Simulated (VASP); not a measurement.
Data:

```yaml
crystal:
  lattice:
    - [0.00000, 1.82118, 1.82118]
    - [1.82118, 0.00000, 1.82118]
    - [1.82118, 1.82118, 0.00000]
  atoms:
    - { symbol: C, position: [0.00000, 0.00000, 0.00000] }
    - { symbol: C, position: [0.25000, 0.25000, 0.25000] }
```

Calculation: vdW-DF2, VASP's PBE PAW potentials (set 64) (plane waves; VASP). Numerical set-up: 520 eV cut-off, 12×12×12 Γ-centred mesh, Gaussian smearing of 0.050 eV, potentials C.

**Question.** Give the stress tensor in GPa (positive for a compressed cell).

**Answer.** 
```
-11.32    0.00    0.00
  0.00  -11.32    0.00
  0.00    0.00  -11.32
```
The pressure is its mean diagonal, -11.32 GPa.

The compound is C in the diamond structure. This cell is one point of a volume scan, at 1.03 of the reference volume.
